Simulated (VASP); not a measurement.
Output of a VASP run:

OSZICAR:
```
       N       E                     dE             d eps       ncg     rms          rms(c)
DAV:   1     0.557010648868E+02    0.55701E+02   -0.98921E+03  2984   0.151E+03
DAV:   2    -0.417053259521E+02   -0.97406E+02   -0.90602E+02  4172   0.326E+02
DAV:   3    -0.447724259307E+02   -0.30671E+01   -0.30539E+01  3952   0.572E+01
DAV:   4    -0.447900220754E+02   -0.17596E-01   -0.17583E-01  3808   0.448E+00
DAV:   5    -0.447902003251E+02   -0.17825E-03   -0.17822E-03  3832   0.436E-01    0.947E+00
DAV:   6    -0.381634622220E+02    0.66267E+01   -0.33091E+00  3764   0.163E+01    0.541E+00
DAV:   7    -0.382114780664E+02   -0.48016E-01   -0.82405E-01  3436   0.101E+01    0.251E+00
DAV:   8    -0.394499162844E+02   -0.12384E+01   -0.91375E-01  3240   0.102E+01    0.161E+00
DAV:   9    -0.380611687430E+02    0.13887E+01   -0.39926E-01  3064   0.782E+00    0.332E-01
DAV:  10    -0.382467878444E+02   -0.18562E+00   -0.67029E-02  3228   0.306E+00    0.155E-01
DAV:  11    -0.382511255815E+02   -0.43377E-02   -0.57704E-03  3496   0.987E-01    0.152E-01
DAV:  12    -0.382511913984E+02   -0.65817E-04   -0.32511E-03  3600   0.577E-01    0.977E-02
DAV:  13    -0.382543400502E+02   -0.31487E-02   -0.11744E-03  3220   0.412E-01    0.434E-02
DAV:  14    -0.382544819753E+02   -0.14193E-03   -0.11814E-04  3692   0.128E-01    0.479E-03
DAV:  15    -0.382544839488E+02   -0.19735E-05   -0.53322E-06  3664   0.306E-02    0.373E-03
DAV:  16    -0.382544840545E+02   -0.10572E-06   -0.35261E-07  3692   0.861E-03    0.377E-03
DAV:  17    -0.382544862638E+02   -0.22093E-05   -0.12387E-06  3360   0.118E-02    0.235E-03
DAV:  18    -0.382544864161E+02   -0.15233E-06   -0.17712E-07  2148   0.489E-03    0.851E-04
DAV:  19    -0.382544864448E+02   -0.28706E-07   -0.19966E-08  1788   0.188E-03
   1 F= -.38254486E+02 E0= -.38254486E+02  d E =-.108718E-16
```

### OUTCAR
```
------------------------ aborting loop because EDIFF is reached ----------------------------------------
  FORCE on cell =-STRESS in cart. coord.  units (eV):
  Direction    XX          YY          ZZ          XY          YZ          ZX
  --------------------------------------------------------------------------------------
  Total        2.2737226      0.2976000      0.1465240      0.0000000      0.0000000      0.0000000
  in kB      156.3849566     20.4687048     10.0778126      0.0000000      0.0000000      0.0000000
  external PRESSURE =      62.3104914 kB  Pullay stress =       0.0000000 kB
  volume of cell :       23.29
      direct lattice vectors                 reciprocal lattice vectors
     1.254074491 -2.205198935  0.000000000     0.398700399 -0.226736913  0.000000000
     1.254074491  2.205198935  0.000000000     0.398700399  0.226736913  0.000000000
     0.000000000  0.000000000  4.211647143     0.000000000  0.000000000  0.237436795
  FREE ENERGIE OF THE ION-ELECTRON SYSTEM (eV)
  ---------------------------------------------------
  free  energy   TOTEN  =       -38.2544864448 eV

  energy  without entropy=      -38.2544864448  energy(sigma->0) =      -38.25448644
```
(Selected blocks of OUTCAR.)

**POSCAR**
```
BN
1
    1.2540744908    -2.2051989347     0.0000000000
    1.2540744908     2.2051989347     0.0000000000
    0.0000000000     0.0000000000     4.2116471431
B N
2 2
Direct
  0.6666670000   0.3333330000   0.5002209778
  0.3333330000   0.6666670000   0.0002209778
  0.6666670000   0.3333330000   0.8747790222
  0.3333330000   0.6666670000   0.3747790222
```

### Question
Reconstruct the remaining input files.

### Answer
Several could match; the one computed here: the input of the run itself, r2SCAN meta-GGA, plane waves, VASP's PBE PAW potentials (set 64).

**KPOINTS**
```
kpoints
0
Gamma
  10 10 6
```

INCAR:
```
! general
SYSTEM =BN
PREC   =Accurate
ENCUT  =600   ! plane-wave cut-off (eV)
LREAL  =.False.   ! projection in real space or not
LASPH  =.True.   ! aspherical one-centre terms

! electronic loop
EDIFF  =1E-7
NELM   =100
ALGO   =Normal   ! blocked Davidson
LMIXTAU=.True.

! smearing
ISMEAR =0
SIGMA  =0.05

! functional
METAGGA=R2SCAN

! ions
ISIF   =2   ! forces and stress, cell fixed

! output
LWAVE  =.False.
LCHARG =.False.
```

POTCAR, in this order: B N (PBE.64 set). Program: vasp_std.

The compound is BN in the wurtzite structure, a metastable high-pressure form. This cell was strained or had an atom moved on purpose.
